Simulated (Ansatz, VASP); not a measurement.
# TiO2 (Anatase): VASP beside Ansatz, part 2 of 2

One calculation is typed for both programs; each brings its own data sets. How far apart do they land? The cell is taken from a series of runs on this material, whose earlier steps may have relaxed, scaled, displaced or heated it; both programs get it as it stands.

VASP 6.6.1 and Ansatz 0.2.0.

So far: The structure; VASP: G0W0 gap, LDA.

## 3. Ansatz: G0W0 gap, LDA

Level of this step: Ansatz beside VASP: G0W0 on Kohn-Sham DFT, plane waves, LDA (Ansatz).

Ansatz runs on its default PAW (the set named soft_2) files.

The same cell, functional (in two slightly different forms) and mesh now go to Ansatz, which takes its cutoff from its data sets.

The input, input.yaml:

```yaml
crystal:
  lattice:
    - [-1.8921, 1.8921, 4.7573]
    - [1.8921, -1.8921, 4.7573]
    - [1.8921, 1.8921, -4.7573]
  atoms:
    - { symbol: Ti, position: [0.0, 0.0, 0.0] }
    - { symbol: Ti, position: [0.75, 0.25, 0.5] }
    - { symbol: O, position: [0.2081, 0.2081, 0.0] }
    - { symbol: O, position: [0.9581, 0.4581, 0.5] }
    - { symbol: O, position: [0.5419, 0.0419, 0.5] }
    - { symbol: O, position: [0.7919, 0.7919, 0.0] }
kpoints:
  mp_grid: { grid: [6, 6, 6] }
hamiltonian:
  xc: lda
scf:
  occupations: { method: fixed }
gw:
  n_empty_bands: 539
  ecut_chi: 230.0
  qp_bands: [v2, c2]
  qp_kpoints: band_edges
  screening: { model: contour_deformation }
```

Command:

```
$ ansatz run input.yaml --threads 3 --pin off --max-ram 64512MiB --backend cuda --devices 1 --max-vram 24GiB --events-out ev --progress --plain --runs-dir out
```

Numbers of over 12 decimals in the logs are rounded to 6 here.

The program printed:

```text
GPUs: using 1 of 1 available (devices: 1).
Engine: ansatz 0.2.0, x86_64-unknown-linux-gnu
Pseudopotentials: kind: paw
Pseudopotential: Ti, paw, valence charge 12, recommended cutoff 420 eV (normal), Ti.paw.azcp
Pseudopotential: O, paw, valence charge 6, recommended cutoff 420 eV (normal), O.paw.azcp
Functional definition: SPW92
  exchange = slater_x
  correlation = pw_c
device memory: the entry about to start is reckoned to put 1.2 GiB on a device that reports 72.2 GiB free (of which the cap on the GPU budget leaves the run 24.0 GiB)
GPU FFT provider: cuFFT
GPU libraries: cuBLAS 13.8.2, cuFFT 12.4.0, cuSOLVER 12.3.4
Crystal: 6 atoms, lattice volume = 68.125 Å³
Basis set: ecut = 420 eV, 1315 PW (Γ)
Bands: 30, of which v1, the nominal top of the filled ones, is band 24 counted from 1 (23 counted from 0)
Symmetry: 16 space group operations
Space group: I41/amd (ITA 141), of the structure as read, at distance tolerance 4.1e-5 Å
k-points: 30 of 216
Non-local potential: Ti, projectors of the file, l = 0: 3, l = 1: 2, l = 2: 3, l = 3: 1
Non-local potential: O, projectors of the file, l = 0: 2, l = 1: 2, l = 2: 1
PAW form: soft (Blöchl's): semilocal exchange-correlation on the pseudo side does not see the compensation charge
PAW frozen core: Ti, regenerated for the run's functional, and the local potential with it (the file was generated under x = pbe(κ = 0.804, μ = 0.219515), c = pbe(β = 0.066725))
PAW frozen core: O, regenerated for the run's functional, and the local potential with it (the file was generated under x = pbe(κ = 0.804, μ = 0.219515), c = pbe(β = 0.066725))
PAW one-centre angular grid: Ti, 590 points (default); XC on 64 Gauss nodes
PAW one-centre angular grid: O, 110 points (default); XC on 64 Gauss nodes
Initial density: superposition of atomic densities (neutral atoms: chi_scale 0, normalization atom), corrected by the library's trained network
Initial wavefunctions: pseudopotential atomic-orbital guess
GPU buffer pool allocated for 64000 grid points (all kernels)
GPU transforms: local potential and band sums: pruned to the plane-wave sphere, on 40×40×40
Functional: x = slater, c = lda
SCF iter   1: F=—  HF=-7130.473413 eV  |F-HF|=—  |Δ(HF+E_count)|=         —  Δρ=1.96e-2  dr2=2.34e-1  ethr=1.77e-3  ⟨swp⟩=4.1  Hψ=3414  notcnv=0  defer=75
preconditioner: auto → none  [insulator: Δε(μ)=1.847 eV  Ē_g=9.413 eV  n_scr=14 (ndim 8)  ℏωp=25.4 eV  f_vac=0.102  ε∞_Penn≈8.3]
SCF iter   2: F=—  HF=-7130.493923 eV  |F-HF|=—  |Δ(HF+E_count)|=   2.05e-2  Δρ=2.40e-2  dr2=3.68e-1  ethr=4.89e-4  ⟨swp⟩=2.0  Hψ=1694  notcnv=0  defer=99
SCF iter   3: F=—  HF=-7130.422903 eV  |F-HF|=—  |Δ(HF+E_count)|=   7.10e-2  Δρ=3.82e-3  dr2=5.52e-3  ethr=4.89e-4  ⟨swp⟩=2.0  Hψ=1284  notcnv=0  defer=98
SCF iter   4: F=—  HF=-7130.421508 eV  |F-HF|=—  |Δ(HF+E_count)|=   1.39e-3  Δρ=8.91e-4  dr2=2.06e-4  ethr=1.15e-5  ⟨swp⟩=2.1  Hψ=1563  notcnv=0  defer=119
SCF iter   5: F=—  HF=-7130.421478 eV  |F-HF|=—  |Δ(HF+E_count)|=   2.98e-5  Δρ=3.24e-4  dr2=8.35e-5  ethr=4.30e-7  ⟨swp⟩=2.2  Hψ=1383  notcnv=0  defer=120
SCF iter   6: F=—  HF=-7130.421459 eV  |F-HF|=—  |Δ(HF+E_count)|=   1.92e-5  Δρ=6.07e-5  dr2=2.63e-6  ethr=1.74e-7  ⟨swp⟩=2.1  Hψ=1184  notcnv=0  defer=68
SCF iter   7: F=-7130.421459 eV  HF=-7130.421459 eV  |F-HF|=6.07e-9  |Δ(HF+E_count)|=   5.32e-7  Δρ=4.29e-6  dr2=8.68e-9  ethr=2.08e-10  ⟨swp⟩=7.5  Hψ=3587  notcnv=0
SCF 1 converged in 7 iterations: F = -7130.421459 eV  dr2 = 8.68e-9
  greatest PAW one-centre occupation: 0.999 electrons in one spin orbital (limit 2), on the Ti atom at site 1 (counted from 0), in its partial waves of l = 0
device memory: the entry about to start is reckoned to put 1.3 GiB (of the 1.4 GiB reckoned in all, the device holds 0.1 GiB already) on a device that reports 72.3 GiB free (of which the cap on the GPU budget leaves the run 23.9 GiB)
NSCF: frozen V_eff on 30 k-points, pencils in batches of 32, up to order 120
the band table was solved once the SCF had ended and its energy, with any forces and stress, was formed, with the checks that follow a solve (3597 applications of the Hamiltonian). They found nothing against the state; the energy, forces and stress were not computed again (output.eigenvalues in the input reference)
device memory: the entry about to start is reckoned to put 4.5 GiB on a device that reports 72.4 GiB free (of which the cap on the GPU budget leaves the run 24.0 GiB)
NSCF: frozen V_eff on 30 k-points
G₀W₀ screening: q 1/30
[... further progress lines ...]
device memory: the entry about to start is reckoned to put 0.6 GiB on a device that reports 59.6 GiB free (of which the cap on the GPU budget leaves the run 24.0 GiB)
NSCF: frozen V_eff on 1 k-points
device memory: the entry about to start is reckoned to put 0.6 GiB on a device that reports 59.6 GiB free (of which the cap on the GPU budget leaves the run 24.0 GiB)
NSCF: frozen V_eff on 1 k-points
[...]
--- G₀W₀: contour deformation, 7 samples at zero and on the imaginary axis and 1 off it, 216 q-points, 539 empty bands' worth ---
  eigenvalues of the whole cell's RPA ε∞ on this k-mesh (on a slab, of 1 + 4πα/V) = 6.1977, 6.7731, 6.7731; static W/v taken at q = 0 is 0.150728
  bands read: the sum over 563 bands ends inside a degenerate multiplet in 5 slots, whose members it reads at an even weight; the widest, k=3: bands 563 to 564 (counted from 1) at 1/2 each
  gw.qp_kpoints: band_edges: 23 of 30 stored k-points solved, in 1 pass; an edge of the gap read off the rows below is read off those points alone
    valence top: of the k-points left out ik 23 came nearest to being solved in a further pass, in band 24 (counted from 1, as in the quasiparticle table): it holds the edge there only if its correction is more favourable than any solved in that band by at least 0.467 eV; those differ by 0.073 eV
    conduction bottom: of the k-points left out ik 27 came nearest to being solved in a further pass, in band 25 (counted from 1, as in the quasiparticle table): it holds the edge there only if its correction is more favourable than any solved in that band by at least 0.842 eV; those differ by 0.159 eV
    ik  band        ε_KS         Σx   Σc(E_QP)       V_xc       Z   E_QP_lin       E_QP  E_QP is
     0    23      6.4731   -25.1787     4.3518   -20.4363  0.6959     6.0790     6.0825  root
     0    24      6.4731   -25.1787     4.3518   -20.4363  0.6959     6.0790     6.0825  root
     0    25      8.9714   -13.0579    -6.7618   -21.1106  0.7291    10.2957    10.2622  root
     0    26      9.7405   -13.4417    -7.6710   -22.4698  0.7076    11.1454    11.0976  root
     1    23      6.2956   -25.7962     4.3459   -21.0218  0.7064     5.8632     5.8672  root
     1    24      6.6883   -25.6270     4.3028   -20.9204  0.7035     6.2810     6.2845  root
     1    25      9.8376   -13.3468    -7.7154   -22.4222  0.7079    11.2458    11.1976  root
     1    26      9.9495   -14.3148    -6.6924   -22.2051  0.7078    11.1820    11.1474  root
     2    23      6.3542   -25.2101     4.3067   -20.5177  0.6987     5.9651     5.9686  root
     2    24      6.8424   -25.5633     4.2848   -20.9067  0.7004     6.4677     6.4706  root
     2    25      9.9549   -13.6205    -7.6931   -22.6842  0.7073    11.3745    11.3255  root
     2    26     10.2383   -14.7682    -7.1323   -23.2015  0.7051    11.5828    11.5393  root
     3    23      6.9106   -25.6873     4.2593   -21.0551  0.7032     6.5347     6.5376  root
     3    24      6.9106   -25.6873     4.2593   -21.0551  0.7032     6.5347     6.5376  root
     3    25     10.2458   -13.8831    -7.8029   -23.0361  0.7001    11.6472    11.5959  root
     3    26     10.2458   -13.8831    -7.8029   -23.0361  0.7001    11.6472    11.5959  root
     4    23      6.2139   -25.9847     3.8518   -21.7893  0.7139     5.8680     5.8703  root
     4    24      6.4846   -25.5521     4.2974   -20.8441  0.7041     6.0703     6.0740  root
     4    25      9.5545   -14.0809    -6.5399   -21.8324  0.7163    10.7979    10.7661  root
     4    26      9.8530   -13.4824    -7.6335   -22.4526  0.7063    11.2368    11.1898  root
     5    23      6.2934   -25.8420     4.3292   -21.0638  0.7104     5.8401     5.8443  root
     5    24      6.5314   -25.0957     4.2550   -20.4669  0.6977     6.1544     6.1576  root
     5    25      9.9239   -13.5005    -7.6895   -22.5523  0.7078    11.3345    11.2861  root
     5    26     10.1300   -14.2372    -7.3627   -22.9375  0.7085    11.5131    11.4675  root
[...]
28    23      6.3087   -25.0441     4.1933   -20.4774  0.6995     5.9321     5.9353  root
    28    24      6.3087   -25.0441     4.1933   -20.4774  0.6995     5.9321     5.9353  root
    28    25      9.8509   -13.8900    -7.0907   -22.2537  0.7108    11.1635    11.1240  root
    28    26      9.8509   -13.8900    -7.0907   -22.2537  0.7108    11.1635    11.1240  root
    29    23      6.8278   -26.0521     4.1661   -21.5018  0.7092     6.4407     6.4436  root
    29    24      6.8278   -26.0521     4.1661   -21.5018  0.7092     6.4407     6.4436  root
    29    25      9.3418   -13.2121    -7.1940   -21.7319  0.7194    10.7078    10.6676  root
    29    26      9.3418   -13.2121    -7.1940   -21.7319  0.7194    10.7078    10.6676  root
```

## 4. Comparison

Known differences besides the potentials themselves: the two LDA forms differ slightly; fixed occupations in Ansatz, narrow Gaussian smearing in VASP; the cutoff is 420 eV in Ansatz and 440 eV in VASP; VASP's log shows a relativistic correction to its local exchange, Ansatz's none; Ansatz integrates over frequency by contour deformation, VASP on a grid of NOMEGA points; Ansatz's G0W0 levels solve the quasiparticle equation, VASP's are linearised. Total energies have different zeros and are not compared.

Compared:

| quantity | Ansatz | VASP | difference |
| --- | --- | --- | --- |
| G0W0 gap on the mesh (eV) | 3.72 | 3.75 | -0.02 |
| Kohn-Sham gap under it (eV) | 2.06 | 2.05 | +0.01 |

## 5. Summary of results

```
difference in G0W0 gap on the mesh (G0W0 gap, LDA) : -0.024 eV
```

In words: The difference in G0W0 gap on the mesh is -0.024 eV (G0W0 gap, LDA). Such differences can come from data sets, numerical settings and the points named under the comparisons, not from the functional's error against experiment.

[Lines on the potential files, build, host, timing and source positions are cut from VASP's logs without a mark.]

[Logs are printed without paths, hosts, clocks, repeated set-up lines and the standing remarks that a program may print on its own settings, such as how far it seeks lower states.]

[Hosts, paths, dates, database ids (printed as entryN), source tags and the programs' standing remarks are cut or masked in the printed files.]
